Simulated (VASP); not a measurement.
Set up this calculation in VASP 6.6.1, as the native input.

```
Task                   : single point
Functional             : LDA
Potentials or basis    : VASP PAW LDA potentials, release 64 (Te, Pd)
Cutoff                 : 520 eV
k mesh                 : 6 × 6 × 4
Occupations            : gaussian, width 0.05 eV
Spin                   : collinear spin, zero start
Starting moments       : [-0.0, -0.0, -0.0, -0.0] μB
Hubbard terms          : Pd d U = 2.5 eV
Dipole correction      : no
Further INCAR settings : ALGO = Normal; EDIFF = 1e-06; NBANDS = 28
```

The structure of TePd lies in POSCAR:

```
TePd
1.0
    4.1520974300      0.0000000000      0.0000000000
   -2.0760487100      3.5958218500      0.0000000000
    0.0000000000      0.0000000000      5.6718989000
Te Pd
2 2
Direct
    0.3333333333      0.6666666667      0.2500000000
    0.6666666667      0.3333333333      0.7500000000
    0.0000000000      0.0000000000      0.0000000000
    0.0000000000      0.0000000000      0.5000000000
```

The input as run:

INCAR

```
SYSTEM = TePd
ALGO = Normal
EDIFF = 1E-6
ENCUT = 520
ISIF = 2
ISMEAR = 0
ISPIN = 2
LASPH = .True.
LCHARG = .True.
LDAU = .True.
LDAUJ = 0 0
LDAUL = -1 2
LDAUPRINT = 1
LDAUTYPE = 2
LDAUU = 0 2.5
LELF = .True.
LMAXMIX = 4
LORBIT = 11
LREAL = .False.
LVHAR = .True.
LWAVE = .False.
MAGMOM = 0 0 0 0
NBANDS = 28
NELM = 150
PREC = Accurate
SIGMA = 0.05
```

KPOINTS

```
k-points
0
Gamma
  6 6 4
  0 0 0
```

Potentials or basis: VASP PAW LDA potentials, release 64 (Te, Pd).

The run is started by

```console
$ cat potpaw_LDA.64/Te/POTCAR potpaw_LDA.64/Pd/POTCAR > POTCAR
$ mpirun -np 1 vasp_std > vasp.out
```

It gave:

```yaml
Pressure: -5.8 GPa
Band_gap_on_the_k_mesh: none (metal or under the smearing width)
Net_moment: 0.00 μB per cell
Valence_electrons_inside_the_program's_atomic_spheres: Te 3.31; Pd 9.71
```

Caveat: the U is typed as a test and isn't derived for this compound.

Run time: 60 s on 1 thread of Intel(R) Xeon(R) Platinum 8488C (Sapphire Rapids), with other jobs on the host, peak memory 0.22 GiB.
